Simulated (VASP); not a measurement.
Given:

```
CELL_PARAMETERS angstrom
      0.00000     2.75133     2.75133
      2.75133     0.00000     2.75133
      2.75133     2.75133     0.00000
ATOMIC_POSITIONS crystal
  Zn 0.00000 0.00000 0.00000
  S  0.25000 0.25000 0.25000
```

Calculation: PBEsol GGA, VASP's PBE PAW potentials (set 64) (plane waves; VASP). Run with 300 eV cut-off, 5×5×5 Γ-centred mesh shifted by (0.5, 0.5, 0.5), Gaussian smearing of 0.010 eV, potentials Zn S.

At this cut-off the stress carries a Pulay error, which pulls relaxed volumes low.

Give the stress tensor in GPa (positive for a compressed cell).

```
-5.31   0.00   0.00
 0.00  -5.31   0.00
 0.00   0.00  -5.31
```
The pressure is its mean diagonal, -5.31 GPa.

The structure comes from a computed database's ZnS entry; how it stands against other phases isn't given here. The cell was not relaxed at this level.
